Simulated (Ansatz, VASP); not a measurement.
# Cross-check of Nb (Nb(111)) between VASP and Ansatz, part 3 of 3

Aim: how closely do two programs agree when they are given the same cell, functional and k mesh?  Valence electrons are named where the data sets of a main pair hold unlike numbers.

VASP 6.6.1 and Ansatz 0.2.0.

So far: VASP: single point, PBE; Ansatz: single point, PBE; Differences; What the set-up changes; VASP: single point, RPBE; Ansatz: single point, RPBE.

**10. Ansatz: single point, r2SCAN**

Level of this step: Ansatz beside VASP: Kohn-Sham DFT, plane waves, r2SCAN (Ansatz).

With cell and atoms fixed, the geometry can't cause a difference; cores, projectors, grids and the points listed under the comparison can.

Contents of input.yaml:

```yaml
crystal:
  lattice:
    - [4.6669047558, 0.0, 0.0]
    - [2.3334523779, 4.0416580756, 0.0]
    - [0.0, 0.0, 27.5262794416]
  atoms:
    - { symbol: Nb, position: [0.6666666667, 0.6666666667, 0.3269602788] }
    - { symbol: Nb, position: [0.0, 0.0, 0.361568223] }
    - { symbol: Nb, position: [0.3333333333, 0.3333333333, 0.3961761673] }
    - { symbol: Nb, position: [0.6666666667, 0.6666666667, 0.4307841115] }
    - { symbol: Nb, position: [0.0, 0.0, 0.4653920558] }
    - { symbol: Nb, position: [0.3333333333, 0.3333333333, 0.5] }
    - { symbol: Nb, position: [0.6666666667, 0.6666666667, 0.5346079442] }
    - { symbol: Nb, position: [0.0, 0.0, 0.5692158885] }
    - { symbol: Nb, position: [0.3333333333, 0.3333333333, 0.6038238327] }
    - { symbol: Nb, position: [0.6666666667, 0.6666666667, 0.638431777] }
    - { symbol: Nb, position: [0.0, 0.0, 0.6730397212] }
hamiltonian:
  xc: r2scan
  pseudopotentials: { kind: paw }
kpoints:
  mp_grid: { grid: [6, 6, 1] }
scf:
  occupations: { method: methfessel_paxton, width: 0.1 }
  n_extra_bands: 6
efield:
  axis: 3
  dipole_correction: true
  ramp_width: 0.04
output:
  forces: true
  eigenvalues: true
```

Run with:

```sh
$ ansatz run input.yaml --threads 4 --pin off --max-ram 9216MiB --backend cpu --events-out ev --progress --plain --runs-dir out
```

Numbers of over 12 decimals in the logs are rounded to 6 here.

The log of the run:

```text
[...]
Crystal: 11 atoms, lattice volume = 519.202 Å³
Basis set: ecut = 500 eV, 13235 PW (Γ), exchange–correlation on 144×144×864 points (64 copies of the dense FFT grid, shifted against one another)
Bands: 78, of which v1, the nominal top of the filled ones, is band 72 counted from 1 (71 counted from 0)
Symmetry: 6 space group operations
[...]
k-point 0: bands = [... 68 lower, 4.1989, 4.3758, 4.3758, 4.5173, 4.5173, 5.0064, 5.0064, 5.0142, ... 2 higher]
  k-point 1: bands = [... 68 lower, 4.5517, 4.5733, 4.5789, 4.7587, 4.8650, 4.9942, 5.0690, 5.1823, ... 2 higher]
  k-point 2: bands = [... 68 lower, 4.5048, 4.5568, 4.8165, 5.0789, 5.0932, 5.3310, 5.4417, 5.5419, ... 2 higher]
  k-point 6: bands = [... 68 lower, 4.4951, 4.5218, 4.5218, 4.8526, 4.8612, 4.8612, 4.8715, 5.3279, ... 2 higher]
[key lines of the parts left out:]
SCF converged after 10 iterations
Free energy (F): -50193.187208 eV
Fermi energy:    4.798295 eV
Dipole field:    D = 0.000000 V/Å  (p = 0.000000 e·Å, saw-weighted, corrected)
Work function:   Φ+ = 3.3267 eV   Φ− = 3.3267 eV
```

Elapsed: 14 s, on 4 threads of Arm Neoverse V2, shared host; peak memory 2 GiB; 57 s of CPU time.

**11. VASP: single point, r2SCAN**

The same cell, functional, mesh and smearing now go to VASP, with its own data sets.

Contents of INCAR:

```
SYSTEM = Nb
PREC = Normal
ENCUT = 350
EDIFF = 1E-06
NELM = 120
ISMEAR = 1
SIGMA = 0.1
LREAL = .FALSE.
ALGO = Normal
METAGGA = R2SCAN
LASPH = .TRUE.
NBANDS = 75
LORBIT = 11
LWAVE = .FALSE.
LCHARG = .FALSE.
KPAR = 4
IDIPOL = 3
LDIPOL = .TRUE.
DIPOL = 0.5 0.5 0.5
LVHAR = .TRUE.
LVACPOTAV = .TRUE.
```

Contents of POSCAR:

```
Nb
1.0
    4.6669047558      0.0000000000      0.0000000000
    2.3334523779      4.0416580756      0.0000000000
    0.0000000000      0.0000000000     27.5262794416
Nb
11
Direct
    0.6666666667      0.6666666667      0.3269602788
    0.0000000000      0.0000000000      0.3615682230
    0.3333333333      0.3333333333      0.3961761673
    0.6666666667      0.6666666667      0.4307841115
    0.0000000000      0.0000000000      0.4653920558
    0.3333333333      0.3333333333      0.5000000000
    0.6666666667      0.6666666667      0.5346079442
    0.0000000000      0.0000000000      0.5692158885
    0.3333333333      0.3333333333      0.6038238327
    0.6666666667      0.6666666667      0.6384317770
    0.0000000000      0.0000000000      0.6730397212
```

Contents of KPOINTS:

```
Automatic mesh
0
Gamma
6 6 1
0 0 0
```

The projector-augmented-wave data sets are Nb_pv (PBE family, release 64).

Run with:

```sh
$ mpirun -np 4 vasp_std
```

The log of the run:

```text
[banner, memory and clock lines left out]
running    4 mpi-ranks, on    1 nodes
[...]
[... a notice as in an earlier step ...]

 LDA part: xc-table for (None), standard interpolation
 POSCAR, INCAR and KPOINTS ok, starting setup
[...]
entering main loop
       N       E                     dE             d eps       ncg     rms          rms(c)
DAV:   1     0.103513871147E+04    0.10351E+04   -0.54040E+04  1386   0.112E+03
DAV:   2    -0.207131610498E+03   -0.12423E+04   -0.12029E+04  1153   0.629E+02
DAV:   3    -0.301406538993E+03   -0.94275E+02   -0.89284E+02  1628   0.144E+02
DAV:   4    -0.308539635973E+03   -0.71331E+01   -0.69055E+01  1556   0.403E+01
[...]
DAV:  33    -0.265386812835E+03   -0.36901E-05   -0.46039E-06   988   0.125E-02    0.179E-03
DAV:  34    -0.265386814400E+03   -0.15654E-05   -0.19512E-06   892   0.791E-03    0.386E-03
DAV:  35    -0.265386813429E+03    0.97099E-06   -0.70992E-07   812   0.604E-03
 [... a notice as in an earlier step ...]

   1 F= -.26538681E+03 E0= -.26538712E+03  d E =0.920707E-03
```

OUTCAR, selected parts (step 11):

```text
  Total       -6.5697643     -6.5697643     -7.0919114     -0.0000000     -0.0000000      0.0000000
  in kB      -20.2732954    -20.2732954    -21.8845620     -0.0000000     -0.0000000      0.0000000
  external PRESSURE =     -20.8103843 kB  Pullay stress =       0.0000000 kB

 POSITION                                       TOTAL-FORCE (eV/Angst)
 -----------------------------------------------------------------------------------
      4.66690      2.69444      9.00000        -0.000000      0.000000      1.620271
      0.00000      0.00000      9.95263        -0.000000     -0.000000      0.103090
      2.33345      1.34722     10.90526        -0.000000     -0.000000     -1.169600
      4.66690      2.69444     11.85788        -0.000000      0.000000     -0.492224
      0.00000      0.00000     12.81051         0.000000     -0.000000     -0.413659
      2.33345      1.34722     13.76314        -0.000000      0.000000      0.000000
      4.66690      2.69444     14.71577        -0.000000      0.000000      0.413659
      0.00000      0.00000     15.66840         0.000000     -0.000000      0.492224
      2.33345      1.34722     16.62102         0.000000      0.000000      1.169600
      4.66690      2.69444     17.57365         0.000000      0.000000     -0.103090
      0.00000      0.00000     18.52628        -0.000000     -0.000000     -1.620271
 -----------------------------------------------------------------------------------
    total drift:                               -0.000000     -0.000000     -0.000000

  FREE ENERGIE OF THE ION-ELECTRON SYSTEM (eV)
  ---------------------------------------------------
  free  energy   TOTEN  =      -265.3868134291 eV

  energy  without entropy=     -265.3877341359  energy(sigma->0) =     -265.38712033

[... 2 parts as in an earlier step ...]

[... 1 further part left out ...]
[key lines of the parts left out:]
E-fermi :  -0.0863
```

**12. Comparison**

What differs besides the data sets and the points named for the pairs above, as far as they apply: VASP keeps PBE cores, Ansatz makes them for the functional; the data sets hold 143 valence electrons in Ansatz (on its default PAW (the set named soft_2) files) and 121 in VASP; the cutoff is 500 eV in Ansatz and 350 eV in VASP (PREC = Normal). Total energies have different zeros and are not compared.

Compared:

| quantity | Ansatz | VASP | difference |
| --- | --- | --- | --- |
| work function, lower of the two faces (eV) | 3.33 | 3.33 | 0.00 |
| work function, higher of the two faces (eV) | 3.33 | 3.33 | 0.00 |

Forces on 8 of the 11 atoms, those with the largest forces and the largest differences (eV/Å; atoms numbered as in POSCAR):

| atom | Ansatz x, y, z | VASP x, y, z |
| --- | --- | --- |
| Nb1 | 0.000, 0.000, 1.765 | 0.000, 0.000, 1.620 |
| Nb3 | 0.000, 0.000, -1.108 | 0.000, 0.000, -1.170 |
| Nb4 | 0.000, 0.000, -0.485 | 0.000, 0.000, -0.492 |
| Nb7 | 0.000, 0.000, 0.412 | 0.000, 0.000, 0.414 |
| Nb8 | 0.000, 0.000, 0.485 | 0.000, 0.000, 0.492 |
| Nb9 | 0.000, 0.000, 1.108 | 0.000, 0.000, 1.170 |
| Nb10 | 0.000, 0.000, -0.225 | 0.000, 0.000, -0.103 |
| Nb11 | 0.000, 0.000, -1.765 | 0.000, 0.000, -1.620 |

The forces differ by 49 meV/Å r.m.s., which is 9.5 % of the r.m.s. force of 0.517 eV/Å (both taken over all components). VASP's log warns that it found no field-free region in the vacuum, so its work functions are uncertain. With vacuum in the cell, a pressure given here is an average over mostly empty space and none of the material.

**13. Further runs**

Further runs change the set-up of one program: Ansatz's method, potentials or start, or VASP's data sets, cutoff or form of LDA. The table gives Ansatz less VASP for each quantity, since a change that brings one quantity closer may part another.

| run | r.m.s. force difference (meV/Å) | work function, lower of the two faces (eV) | work function, higher of the two faces (eV) |
| --- | --- | --- | --- |
| as above | 49 | -0.0016 | -0.0016 |
| cores kept as stored | 50 | -0.0016 | -0.0016 |
| Ansatz's larger PAW set (cutoff 770 eV) | 49 | -0.0015 | -0.0014 |
| norm-conserving potentials (cutoff 1116 eV) | 49 | -0.0013 | -0.0013 |

**14. Results**

```json
{
  "r.m.s. force difference (single point, PBE)": "7.0 % of the r.m.s. force",
  "r.m.s. force difference (single point, RPBE)": "6.1 % of the r.m.s. force",
  "r.m.s. force difference (single point, r2SCAN)": "9.5 % of the r.m.s. force"
}
```

The r.m.s. force difference is 9.5 % of the r.m.s. force (single point, r2SCAN), beyond the 3 % picked in this series as the mark of a large difference. The data sets hold unlike numbers of valence electrons (143 in Ansatz and 121 in VASP), so part of the differences comes from the potentials. Single point, PBE, Ansatz's larger PAW set (cutoff 770 eV): the difference in work function, higher of the two faces goes from 0.0011 to 0.0020 eV. Single point, PBE, norm-conserving potentials (cutoff 1116 eV): the difference in work function, lower of the two faces goes from 0.0011 to 2.4e-4 eV; the difference in work function, higher of the two faces goes from 0.0011 to 0.0019 eV. For single point, RPBE, no further run moves any of the tabulated differences by more than a quarter of its size. For single point, r2SCAN, no further run moves any of the tabulated differences by more than a quarter of its size. 4 further runs of this series are not shown here. Such differences can come from data sets, numerical settings and the points named under the comparisons, not from the functional's error against experiment.

[Lines on the potential files, build, host, timing and source positions are cut from VASP's logs without a mark.]

[Logs are printed without paths, hosts, clocks, repeated set-up lines and the standing remarks that a program may print on its own settings, such as how far it seeks lower states.]

[Hosts, paths, dates, database ids (printed as entryN), source tags and the programs' standing remarks are cut or masked in the printed files.]
